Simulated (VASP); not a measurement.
Consider the following.

```
CoTi
1.0
    2.99000     0.00000     0.00000
    0.00000     2.99000     0.00000
    0.00000     0.00000     2.99000
Ti Co
1 1
Direct
  0.00000   0.00000   0.00000
  0.50000   0.50000   0.50000
```

Level of theory: LDA (Ceperley-Alder, Perdew-Zunger), VASP's LDA PAW potentials (set 64) (plane waves; VASP). Run with 300 eV cut-off, 15×15×15 Γ-centred mesh, Fermi-Dirac smearing of 0.10 eV, potentials Ti_sv Co.

At this cut-off the stress carries a Pulay error, which pulls relaxed volumes low.

Problem. What does the run give for the energy per atom (σ→0), pressure, band gap (on the k-mesh) with the smallest direct gap where there is one?

Solution. 
```
Property                                                    Result
------------------------  ----------------------------------------
band gap (on the k-mesh)  none (metal, semimetal or under 0.01 eV)
energy per atom (σ→0)                               -8.734 eV/atom
pressure                                                -15.66 GPa
```

Total energies compare only between runs with the same potentials, cut-off and functional.

The structure is a typed TiCo crystal (Pm-3m). The cell was not relaxed at this level. The run is not spin-polarised, so no magnetic state was tried. The electron count is odd and the run is not spin-polarised, which forces a metal.
